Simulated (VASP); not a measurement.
Input:

```
CELL_PARAMETERS angstrom
      3.81778     0.00000     0.00000
     -1.90889     3.30629     0.00000
      0.00000     0.00000     6.36380
ATOMIC_POSITIONS crystal
  Sc 0.00000 0.00000 0.00000
  Ag 0.00000 0.00000 0.50000
  Se 0.33333 0.66667 0.23956
  Se 0.66667 0.33333 0.76044
```

Method: LDA (Ceperley-Alder, Perdew-Zunger), VASP's LDA PAW potentials (set 64) (plane waves; VASP). Run with 400 eV cut-off, 8×8×4 Γ-centred mesh, tetrahedra with Blöchl corrections, potentials Sc_sv Ag Se.

The cores are frozen, which limits the accuracy of field gradients.

**Question.** Give the principal components of the electric field gradient (V/Å²) and the asymmetry η at each nucleus.

**Answer.** 
```csv
atom,Vxx,Vyy,Vzz,η
Sc1,2.5,2.5,-5.0,0.00
Ag2,8.9,8.9,-17.8,0.00
Se3,-6.0,-6.0,11.9,0.00
Se4,-6.0,-6.0,11.9,0.00
```

The structure comes from a computed database's ScAgSe2 entry (P-3m1); how it stands against other phases isn't given here. It was relaxed first, which changed the volume by -8 %.
